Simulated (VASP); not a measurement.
Output of a VASP run:

File OSZICAR:
```
       N       E                     dE             d eps       ncg     rms          rms(c)
DAV:   1    -0.891123314524E+03   -0.89112E+03   -0.15280E+04   144   0.150E+03
DAV:   2    -0.107795569732E+04   -0.18683E+03   -0.18289E+03   162   0.366E+02
DAV:   3    -0.108582974723E+04   -0.78740E+01   -0.78599E+01   158   0.813E+01
DAV:   4    -0.108588195023E+04   -0.52203E-01   -0.52180E-01   166   0.654E+00
DAV:   5    -0.324842797999E+02    0.10534E+04   -0.85558E+00   138   0.474E+01    0.154E+01
DAV:   6    -0.275294957520E+02    0.49548E+01   -0.14945E+01   146   0.436E+01    0.869E+00
DAV:   7    -0.281822435346E+02   -0.65275E+00   -0.35618E+00   138   0.154E+01    0.714E+00
DAV:   8    -0.280670376782E+02    0.11521E+00   -0.16926E-01   139   0.462E+00    0.345E+00
DAV:   9    -0.280518340320E+02    0.15204E-01   -0.12847E-01   139   0.283E+00    0.175E+00
DAV:  10    -0.280499566413E+02    0.18774E-02   -0.45817E-03   156   0.942E-01    0.113E+00
DAV:  11    -0.280484063453E+02    0.15503E-02   -0.34681E-03   165   0.533E-01    0.733E-01
DAV:  12    -0.280483877353E+02    0.18610E-04   -0.10154E-03   163   0.287E-01    0.427E-01
DAV:  13    -0.280484358519E+02   -0.48117E-04   -0.14351E-04   145   0.138E-01    0.239E-01
DAV:  14    -0.280484891139E+02   -0.53262E-04   -0.64825E-05   155   0.867E-02    0.138E-01
DAV:  15    -0.280485247803E+02   -0.35666E-04   -0.22521E-05   147   0.484E-02    0.832E-02
DAV:  16    -0.280485451312E+02   -0.20351E-04   -0.10735E-05   147   0.308E-02    0.496E-02
DAV:  17    -0.280485561165E+02   -0.10985E-04   -0.45203E-06   147   0.195E-02    0.292E-02
DAV:  18    -0.280485616900E+02   -0.55735E-05   -0.18637E-06   115   0.126E-02    0.173E-02
DAV:  19    -0.280485644382E+02   -0.27481E-05   -0.90377E-07   115   0.912E-03    0.103E-02
DAV:  20    -0.280485657702E+02   -0.13320E-05   -0.39620E-07   114   0.589E-03    0.621E-03
DAV:  21    -0.280485664050E+02   -0.63480E-06   -0.18095E-07   110   0.385E-03
   1 F= -.28048566E+02 E0= -.28048566E+02  d E =-.785250E-21
```

### OUTCAR
```
------------------------ aborting loop because EDIFF is reached ----------------------------------------
  FORCE on cell =-STRESS in cart. coord.  units (eV):
  Direction    XX          YY          ZZ          XY          YZ          ZX
  --------------------------------------------------------------------------------------
  Total        0.8321397      0.8321395     -0.5937581     -0.0000000      0.0000000      0.0000000
  in kB       26.8285864     26.8285813    -19.1430477     -0.0000000      0.0000000      0.0000000
  external PRESSURE =      11.5047067 kB  Pullay stress =       0.0000000 kB
  volume of cell :       49.69
      direct lattice vectors                 reciprocal lattice vectors
     3.515530000  0.000000000  0.000000000     0.284452131  0.164228530  0.000000000
    -1.757765000  3.044538000  0.000000000     0.000000000  0.328457060  0.000000000
     0.000000000  0.000000000  4.642980000     0.000000000  0.000000000  0.215378916
 POSITION                                       TOTAL-FORCE (eV/Angst)
 -----------------------------------------------------------------------------------
      0.00000      0.00000      0.00000         0.000000      0.000000      0.000000
      1.75777      1.01484      2.55810         0.000000     -0.000000      0.298258
     -0.00000      2.02969      2.08488        -0.000000      0.000000     -0.298258
      1.75777      1.01484      3.52574         0.000000     -0.000000     -0.231295
     -0.00000      2.02969      1.11724        -0.000000      0.000000      0.231295
 -----------------------------------------------------------------------------------
    total drift:                                0.000001      0.000001      0.000001
  FREE ENERGIE OF THE ION-ELECTRON SYSTEM (eV)
  ---------------------------------------------------
  free  energy   TOTEN  =       -28.0485664050 eV

  energy  without entropy=      -28.0485664050  energy(sigma->0) =      -28.04856640

  exchange ACFDT corr.  =         0.00000000  see jH, gK, PRB 81, 115126
```
(Selected blocks of OUTCAR.)

**POSCAR**
```
Cd(HO)2
1
    3.5155300000     0.0000000000     0.0000000000
   -1.7577650000     3.0445380000     0.0000000000
    0.0000000000     0.0000000000     4.6429800000
Cd H O
1 2 2
Direct
  0.0000000000   0.0000000000   0.0000000000
  0.6666670000   0.3333330000   0.5509600000
  0.3333330000   0.6666670000   0.4490400000
  0.6666670000   0.3333330000   0.7593700000
  0.3333330000   0.6666670000   0.2406300000
```

**Question.** Reconstruct the remaining input files.

**Answer.** Several could match; the one computed here: the input of the run itself, HSE06 screened hybrid, plane waves, VASP's PBE PAW potentials (set 64).

File KPOINTS:
```
Automatic mesh
0
Gamma
2 2 2
0 0 0
```

### INCAR
```
ISYM  =  3
PRECFOCK  =  Fast
LASPH  =  .True.   # aspherical one-centre terms
EDIFF  =  1E-6   # SCF stop (eV)
ISIF  =  2
LHFCALC  =  .True.
SYSTEM  =  Cd(HO)2
LCHARG  =  .False.
PREC  =  Accurate
HFSCREEN  =  0.2
ENCUT  =  520
ISMEAR  =  0   # Gaussian
SIGMA  =  0.05
LMAXMIX  =  4   # l cut-off of mixed one-centre charges
NELM  =  100   # most electronic steps
LWAVE  =  .False.
LREAL  =  .False.   # projection in real space or not
AEXX  =  0.25
GGA  =  PE
ALGO  =  Normal   # blocked Davidson
```

POTCAR, in this order: Cd H O (PBE.64 set). Program: vasp_std.

The structure comes from a computed database's CdH2O2 entry (P-3m1); how it stands against other phases isn't given here. The cell was not relaxed at this level. The k-mesh is coarse (spacing up to 1.03 per Å, 2π included), so the numbers may not be converged in it.
